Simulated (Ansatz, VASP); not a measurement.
# LiTi9: VASP beside Ansatz, part 2 of 2

One calculation is typed for both programs; each brings its own data sets and cutoff. How far apart do they land? The structure shown is the end of the VASP relaxation below.

VASP 6.6.1 and Ansatz 0.2.0.

So far: Starting point; VASP: relaxation, LDA.

## 3. Ansatz: single point, LDA

Level of this step: Ansatz beside VASP: Kohn-Sham DFT, plane waves, LDA (Ansatz).

Ansatz runs on its default PAW (the set named soft_2) files.

The same cell, functional (in two slightly different forms), mesh and smearing now go to Ansatz, which takes its cutoff from its data sets.

The input, input.yaml:

```yaml
crystal:
  lattice:
    - [5.88, 0.0, 0.0]
    - [2.94, 5.09222937, 0.0]
    - [0.0, 0.0, 23.3]
  atoms:
    - { symbol: Li, position: [0.0, 0.0, 0.70523794] }
    - { symbol: Li, position: [0.0, 0.0, 0.29476206] }
    - { symbol: Ti, position: [0.49058364, 0.01883273, 0.68213321] }
    - { symbol: Ti, position: [0.01883273, 0.49058364, 0.68213321] }
    - { symbol: Ti, position: [0.49058364, 0.49058364, 0.68213321] }
    - { symbol: Ti, position: [0.83453959, 0.33092083, 0.59667734] }
    - { symbol: Ti, position: [0.33333333, 0.33333333, 0.59175732] }
    - { symbol: Ti, position: [0.83453959, 0.83453959, 0.59667734] }
    - { symbol: Ti, position: [0.33092083, 0.83453959, 0.59667734] }
    - { symbol: Ti, position: [0.0, 0.0, 0.5] }
    - { symbol: Ti, position: [0.5, 0.0, 0.5] }
    - { symbol: Ti, position: [0.0, 0.5, 0.5] }
    - { symbol: Ti, position: [0.5, 0.5, 0.5] }
    - { symbol: Ti, position: [0.83453959, 0.33092083, 0.40332266] }
    - { symbol: Ti, position: [0.33333333, 0.33333333, 0.40824268] }
    - { symbol: Ti, position: [0.83453959, 0.83453959, 0.40332266] }
    - { symbol: Ti, position: [0.33092083, 0.83453959, 0.40332266] }
    - { symbol: Ti, position: [0.49058364, 0.01883273, 0.31786679] }
    - { symbol: Ti, position: [0.01883273, 0.49058364, 0.31786679] }
    - { symbol: Ti, position: [0.49058364, 0.49058364, 0.31786679] }
hamiltonian:
  xc: lda
  pseudopotentials: { kind: paw }
kpoints:
  mp_grid: { grid: [4, 4, 1] }
scf:
  occupations: { method: gaussian, width: 0.1 }
  n_extra_bands: 9
output:
  forces: true
  eigenvalues: true
```

Launch:

```bash
ansatz run input.yaml --threads 8 --pin off --max-ram 18432MiB --backend cpu --events-out ev --progress --plain --runs-dir out
```

Numbers of over 12 decimals in the logs are rounded to 6 here.

The program printed:

```text
scf.n_extra_bands = 9 over 111 filled bands (N_el = 222.0): the run solves 120 bands
Engine: ansatz 0.2.0, aarch64-unknown-linux-gnu
Pseudopotentials: kind: paw
Pseudopotential: Li, paw, valence charge 3, recommended cutoff 420 eV (normal), Li.paw.azcp
Pseudopotential: Ti, paw, valence charge 12, recommended cutoff 420 eV (normal), Ti.paw.azcp
Functional definition: SPW92
  exchange = slater_x
  correlation = pw_c
Crystal: 20 atoms, lattice volume = 697.656 Å³
Basis set: ecut = 420 eV, 13589 PW (Γ)
Bands: 120, of which v1, the nominal top of the filled ones, is band 111 counted from 1 (110 counted from 0)
Symmetry: 12 space group operations
Space group: P-6m2 (ITA 187), of the structure as read, at distance tolerance 8.9e-5 Å
k-points: 4 of 16 (time reversal used)
Non-local potential: Li, projectors of the file, l = 0: 3, l = 1: 2, l = 2: 1
Non-local potential: Ti, projectors of the file, l = 0: 3, l = 1: 2, l = 2: 3, l = 3: 1
PAW form: soft (Blöchl's): semilocal exchange-correlation on the pseudo side does not see the compensation charge
PAW frozen core: Ti, regenerated for the run's functional, and the local potential with it (the file was generated under x = pbe(κ = 0.804, μ = 0.219515), c = pbe(β = 0.066725))
PAW one-centre angular grid: Li, 110 points (default); XC on 64 Gauss nodes
PAW one-centre angular grid: Ti, 590 points (default); XC on 64 Gauss nodes
Initial density: superposition of atomic densities (neutral atoms: chi_scale 0, normalization atom), corrected by the library's trained network
Initial wavefunctions: pseudopotential atomic-orbital guess
Functional: x = slater, c = lda
SCF iter   1: F=—  HF=-44500.562381 eV  |F-HF|=—  |Δ(HF+E_count)|=         —  Δρ=6.84e-3  dr2=1.87e0  ethr=1.77e-3  ⟨swp⟩=8.8  Hψ=2300  notcnv=0
preconditioner: auto → LDOS  [metal: Δε(μ)=0.018 eV  Ē_g=1.851 eV  σ=0.100 eV  W_gap=0.10  n_scr=124 (ndim 8)  ℏωp=12.1 eV  f_vac=0.465  D(μ)=22.13/eV (n_scr^D=160)  β→1.0]
SCF iter   2: F=—  HF=-44500.470600 eV  |F-HF|=—  |Δ(HF+E_count)|=   9.18e-2  Δρ=5.01e-3  dr2=5.17e-1  ethr=8.43e-4  ⟨swp⟩=3.2  Hψ=778  notcnv=0  defer=1
SCF iter   3: F=—  HF=-44500.438997 eV  |F-HF|=—  |Δ(HF+E_count)|=   3.16e-2  Δρ=1.97e-3  dr2=7.10e-2  ethr=2.33e-4  ⟨swp⟩=2.0  Hψ=660  notcnv=0  defer=1
SCF iter   4: F=—  HF=-44500.434047 eV  |F-HF|=—  |Δ(HF+E_count)|=   4.95e-3  Δρ=5.85e-4  dr2=6.43e-3  ethr=3.20e-5  ⟨swp⟩=2.5  Hψ=625  notcnv=0  defer=1
SCF iter   5: F=—  HF=-44500.433935 eV  |F-HF|=—  |Δ(HF+E_count)|=   1.11e-4  Δρ=5.00e-4  dr2=3.65e-3  ethr=2.90e-6  ⟨swp⟩=3.2  Hψ=655  notcnv=0  defer=1
SCF iter   6: F=—  HF=-44500.433667 eV  |F-HF|=—  |Δ(HF+E_count)|=   2.69e-4  Δρ=1.08e-4  dr2=1.61e-4  ethr=1.65e-6  ⟨swp⟩=2.0  Hψ=608  notcnv=0  defer=1
SCF iter   7: F=—  HF=-44500.433663 eV  |F-HF|=—  |Δ(HF+E_count)|=   4.30e-6  Δρ=4.49e-5  dr2=2.42e-5  ethr=7.26e-8  ⟨swp⟩=3.2  Hψ=655  notcnv=0  defer=1
SCF iter   8: F=—  HF=-44500.433760 eV  |F-HF|=—  |Δ(HF+E_count)|=   9.78e-5  Δρ=1.35e-5  dr2=2.08e-6  ethr=1.09e-8  ⟨swp⟩=2.2  Hψ=627  notcnv=0  defer=1
SCF iter   9: F=—  HF=-44500.433761 eV  |F-HF|=—  |Δ(HF+E_count)|=   7.61e-7  Δρ=7.60e-6  dr2=8.63e-7  ethr=9.38e-10  ⟨swp⟩=2.8  Hψ=646  notcnv=0  defer=1
SCF iter  10: F=-44500.433761 eV  HF=-44500.433761 eV  |F-HF|=1.74e-8  |Δ(HF+E_count)|=   5.38e-8  Δρ=2.51e-6  dr2=7.32e-8  ethr=4.50e-11  ⟨swp⟩=10.0  Hψ=2091  notcnv=0
SCF 1 converged in 10 iterations: F = -44500.433761 eV  dr2 = 7.32e-8
  greatest PAW one-centre occupation: 1.000 electrons in one spin orbital (limit 2), on the Li atom at site 1 (counted from 0), in its partial waves of l = 0
SCF converged after 10 iterations
Free energy (F): -44500.433761 eV
Harris-Foulkes:  -44500.433761 eV  (|F-HF|=1.74e-8)
Internal energy: -44500.314758 eV  (E = F + TS)
E sigma→0 (E₀):  -44500.374259 eV
Entropy (-TS):   -0.119003 eV (-5.950 meV/atom)
Fermi energy:    3.897299 eV
--- Per-component energies (eV) ---
  E_band       = -4951.845434
  E_kinetic    = 4959.322989
  E_local      = -197031.664051  (includes V_loc(G=0)·N_el)
  E_nonlocal   = 163.911481
  E_hartree    = 96145.618756
  E_xc         = -1755.300303
  E_vxc        = -2209.607075  (∫ρ·V_xc dr)
  E_paw        = -18026.350591  (= ΣΔE_a)
  E_vpaw       = -3125.046553  (= ΣTr[D̂ρ^β])
  E_aug_tail   = 0.001785  (compensation charges beyond the density's cutoff)
  E_ewald      = 71038.278070
  E_core_change = 5.867106  (= ΣΔE_core)
  E_smearing   = -0.119003  (= −TS)
  E_closure    = 0.000000  (closes the sum)
  Σ components = -44500.433761   (vs F -44500.433761, Δ=0.00e0)
--- Forces (eV/Å), atoms counted from 1 ---
  atom   1  Li     0.00000000     0.00000000    -0.01331380
  atom   2  Li     0.00000000     0.00000000     0.01331380
  atom   3  Ti     0.00000000     0.01252741     0.01645272
  atom   4  Ti     0.01084906    -0.00626371     0.01645272
  atom   5  Ti    -0.01084906    -0.00626371     0.01645272
  atom   6  Ti    -0.00000000    -0.03905580     0.02435647
  atom   7  Ti    -0.00000000     0.00000000    -0.00231380
  atom   8  Ti     0.03382331     0.01952790     0.02435647
  atom   9  Ti    -0.03382331     0.01952790     0.02435647
  atom  10  Ti     0.00000000    -0.00000000     0.00000000
  atom  11  Ti    -0.00000000    -0.35026875     0.00000000
  atom  12  Ti    -0.30334164     0.17513438     0.00000000
  atom  13  Ti     0.30334164     0.17513438     0.00000000
  atom  14  Ti    -0.00000000    -0.03905580    -0.02435647
  atom  15  Ti    -0.00000000     0.00000000     0.00231380
  atom  16  Ti     0.03382331     0.01952790    -0.02435647
  atom  17  Ti    -0.03382331     0.01952790    -0.02435647
  atom  18  Ti     0.00000000     0.01252741    -0.01645272
  atom  19  Ti     0.01084906    -0.00626371    -0.01645272
  atom  20  Ti    -0.01084906    -0.00626371    -0.01645272
  max |Σ_I F_I| component: 8.07e-17 eV/Å
--- Band table (eV) ---
  k-point 0: bands = [... 107 lower, 3.9230, 4.1838, 4.1838, 4.3016, 4.3205, 4.3205, 4.4064, 4.4659, ... 5 higher]
  k-point 1: bands = [... 107 lower, 3.8418, 3.9665, 3.9850, 4.0693, 4.1477, 4.1873, 4.1918, 4.2316, ... 5 higher]
  k-point 2: bands = [... 107 lower, 3.5610, 3.5884, 3.6334, 3.6831, 3.7839, 3.8362, 3.8896, 3.9912, ... 5 higher]
  k-point 3: bands = [... 107 lower, 3.5649, 3.6720, 3.6940, 3.7482, 3.8049, 3.8216, 3.8742, 4.0540, ... 5 higher]
```

Run time: 9.3 s. Hardware: 8 threads of Arm Neoverse N1, shared host; peak memory 1.6 GiB; 68 s of CPU time.

The column dr2 measures how far the density is from self-consistency, as an energy; F and HF (Harris–Foulkes) agree once it is small.

## 4. Side by side

Known differences besides the potentials themselves: the two LDA forms differ slightly; the cutoff is 420 eV in Ansatz and 500 eV in VASP (PREC = Normal, projectors in real space); Ansatz makes its cores anew for this functional, VASP keeps those of its PBE data sets; VASP's log shows a relativistic correction to its local exchange, Ansatz's none. Total energies have different zeros and are not compared.

Forces on 7 of the 20 atoms, those with the largest forces and the largest differences (eV/Å; atoms numbered as in POSCAR):

```csv
atom,"Ansatz x, y, z","VASP x, y, z"
Ti8,"0.034, 0.020, 0.024","0.040, 0.023, -0.010"
Ti9,"-0.034, 0.020, 0.024","-0.040, 0.023, -0.010"
Ti11,"0.000, -0.350, 0.000","0.000, -0.345, 0.000"
Ti12,"-0.303, 0.175, 0.000","-0.299, 0.172, 0.000"
Ti13,"0.303, 0.175, 0.000","0.299, 0.172, 0.000"
Ti16,"0.034, 0.020, -0.024","0.040, 0.023, 0.010"
Ti17,"-0.034, 0.020, -0.024","-0.040, 0.023, 0.010"
```

The forces differ by 13 meV/Å r.m.s., which is 16.5 % of the r.m.s. force of 0.08 eV/Å (both taken over all components, held atoms included). VASP's last cycles still show a density residual of 3e-03, so its state may not be settled.

## 5. What the set-up changes

Further runs change the set-up of one program: Ansatz's method, potentials or start, or VASP's data sets, cutoff or form of LDA. The table gives Ansatz less VASP for each quantity, since a change that brings one quantity closer may part another.

```csv
run,r.m.s. force difference (meV/Å)
as above,13
cores kept as stored,13
Ansatz's larger PAW set (cutoff 910 eV),13
```

## 6. Results

```yaml
r_m_s_force_difference_single_point_lda: 13 meV/Å
```

What this shows: The r.m.s. force difference is 13 meV/Å (single point, LDA), beyond the 12 meV/Å picked in this series as the mark of a large difference. For single point, LDA, no further run moves any of the tabulated differences by more than a quarter of its size. 1 further run of this series is not shown here. Such differences can come from data sets, numerical settings and the points named under the comparisons, not from the functional's error against experiment.

[Lines on the potential files, build, host, timing and source positions are cut from VASP's logs without a mark.]

[Logs are printed without paths, hosts, clocks, repeated set-up lines and the standing remarks that a program may print on its own settings, such as how far it seeks lower states.]

[Hosts, paths, dates, database ids (printed as entryN), source tags and the programs' standing remarks are cut or masked in the printed files.]
